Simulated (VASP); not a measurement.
Here is the system:

```xyz
53
Lattice="0.0000 8.2562 8.2562 8.2562 0.0000 8.2562 8.2562 8.2562 0.0000" Properties=species:S:1:pos:R:3 pbc="T T T"
Mg     0.0000     0.0000     0.0000
Mg     2.7521     2.7521     0.0000
Mg     5.5041     5.5041     0.0000
Mg     2.7521     0.0000     2.7521
Mg     5.5041     2.7521     2.7521
Mg     8.2562    13.7603    11.0082
Mg     5.5041     0.0000     5.5041
Mg     8.2562     2.7521     5.5041
Mg    11.0082    13.7603    13.7603
Mg     0.0000     2.7521     2.7521
Mg     2.7521     5.5041     2.7521
Mg    13.7603     8.2562    11.0082
Mg     2.7521     2.7521     5.5041
Mg     5.5041     5.5041     5.5041
Mg     5.5041     2.7521     8.2562
Mg     8.2562     5.5041     8.2562
Mg    11.0082     8.2562     8.2562
Mg     0.0000     5.5041     5.5041
Mg     2.7521     8.2562     5.5041
Mg    13.7603    11.0082    13.7603
Mg     2.7521     5.5041     8.2562
Mg     5.5041     8.2562     8.2562
Mg     8.2562    11.0082     8.2562
Mg     5.5041     5.5041    11.0082
Mg     8.2562     8.2562    11.0082
Mg    11.0082    11.0082    11.0082
Se     2.7521     2.7521     2.7521
Se     5.5041     5.5041     2.7521
Se     8.2619     8.2962     2.7186
Se     5.5041     2.7521     5.5041
Se     8.2926     5.5441     5.4768
Se    11.0555     8.2890     5.5247
Se     8.2562     2.7521     8.2562
Se    11.0082     5.5041     8.2562
Se    13.7603     8.2562     8.2562
Se     2.7521     5.5041     5.5041
Se     5.4668     8.2421     5.4581
Se     8.2899    11.0526     5.5371
Se     5.5041     5.5041     8.2562
Se     8.2774     8.2271     8.2764
Se    11.0082    11.0082     8.2562
Se     8.2562     5.5041    11.0082
Se    11.0082     8.2562    11.0082
Se    13.7603    11.0082    11.0082
Se     2.7521     8.2562     8.2562
Se     5.5041    11.0082     8.2562
Se     8.2562    13.7603     8.2562
Se     5.5041     8.2562    11.0082
Se     8.2562    11.0082    11.0082
Se    11.0082    13.7603    11.0082
Se     8.2562     8.2562    13.7603
Se    11.0082    11.0082    13.7603
Se    13.7603    13.7603    13.7603
```

Level of theory: PBE GGA, VASP's PBE PAW potentials (set 64) (plane waves; VASP). Settings: PREC = Normal, LREAL = Auto, ISYM = 0, EDIFF = 1E-5, 400 eV cut-off, 1×1×1 Γ-centred mesh, Gaussian smearing of 0.050 eV, potentials Mg Se.

The supercell is sampled at Γ alone, which is coarse: total energies, pressure and levels can be off, energies of defects by several tenths of an eV.

### Question
The ions are relaxed. Which structure does the run end with?

### Answer

```xyz
53
Lattice="0.0000 8.2562 8.2562 8.2562 0.0000 8.2562 8.2562 8.2562 0.0000" Properties=species:S:1:pos:R:3 pbc="T T T"
Mg     8.2582     8.2600     0.0062
Mg    11.0003    10.9987    16.5024
Mg    13.7696    13.7673    16.5037
Mg    10.9647     8.2592     2.7991
Mg     5.5144    10.9991    11.0162
Mg     8.2577     5.5561     2.7935
Mg     5.5037     0.0025     5.5039
Mg     8.2593     2.7746     5.5014
Mg    10.9687     5.5550     5.5040
Mg     8.2578    10.9690     2.8003
Mg    11.0009     5.5134    11.0166
Mg     5.5517     8.2576     2.7932
Mg    10.9673    10.9677     5.5065
Mg     5.5533     5.5530     5.5015
Mg     5.5144     2.7448     8.2479
Mg     8.2584     5.5496     8.2083
Mg    10.9648     8.2568     8.2109
Mg     8.2567    13.7544     5.5069
Mg     2.7600     8.2565     5.5026
Mg     5.5523    10.9628     5.5034
Mg     2.7447     5.5142     8.2478
Mg     5.5521     8.2549     8.2064
Mg     8.2587    10.9621     8.2141
Mg     5.5129     5.5140    11.0156
Mg     8.2556     8.2544    10.9984
Mg    11.0001    11.0005    11.0193
Se     2.7549     2.7541     2.7504
Se     5.5043     5.5036     2.7496
Se     8.2602     8.2663     2.6291
Se     5.4924     2.7803     5.5036
Se     8.2630     5.4057     5.4985
Se    11.1405     8.2637     5.5060
Se     8.2575     2.7783     8.2688
Se    11.0106     5.5025     8.2562
Se    13.7414     8.2578     8.2788
Se     2.7739     5.4836     5.5047
Se     5.3848     8.2573     5.4968
Se     8.2609    11.1312     5.5101
Se     5.5041     5.5050     8.2564
Se     8.2588     8.2537     8.3719
Se    11.0108    11.0114     8.2605
Se     8.2563     5.4816    10.9878
Se    11.0268     8.2545    10.9864
Se    13.7596    11.0111    11.0072
Se     2.7755     8.2574     8.2748
Se     5.5038    11.0076     8.2566
Se     8.2569    13.7419     8.2808
Se     5.4841     8.2562    10.9864
Se     8.2567    11.0277    10.9884
Se    11.0108    13.7622    11.0071
Se     8.2558     8.2559    13.7607
Se    11.0267    11.0282    13.7581
Se    13.7390    13.7378    13.7614
```

### Question
How much energy does the relaxation gain?

### Answer
The energy (σ→0) changes by -4.9 meV/atom, in 9 ionic steps.

The cell is a supercell with a defect, built from a database entry that may be metastable or hypothetical: vac_Mg. The run is not spin-polarised, so no state with unpaired spins was tried.
